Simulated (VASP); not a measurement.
Energy against volume of Pd (fcc). Level of theory: SCAN meta-GGA, VASP's PBE PAW potentials (set 64) (plane waves; VASP). Run with 520 eV cut-off, 16×16×16 Γ-centred mesh, first-order Methfessel-Paxton smearing of 0.10 eV, potentials Pd.

```csv
V (Å³/atom),E (eV/atom)
14.332,-32.77378
14.775,-32.78218
15.218,-32.77466
15.661,-32.75339
```

**Question.** Fit these four points and predict the energy of the run at 13.888 Å³/atom.

**Answer.** A cubic in V^(−2/3), the third-order Birch-Murnaghan form, passes through the four points with V0 = 14.78 Å³/atom and B0 = 192 GPa, and gives -32.7469 eV/atom there. The run gave -32.7458 eV/atom, +1.1 meV/atom from the fit; all five points give B0 = 195 GPa.

The compound is Pd in the fcc structure. It was relaxed first.
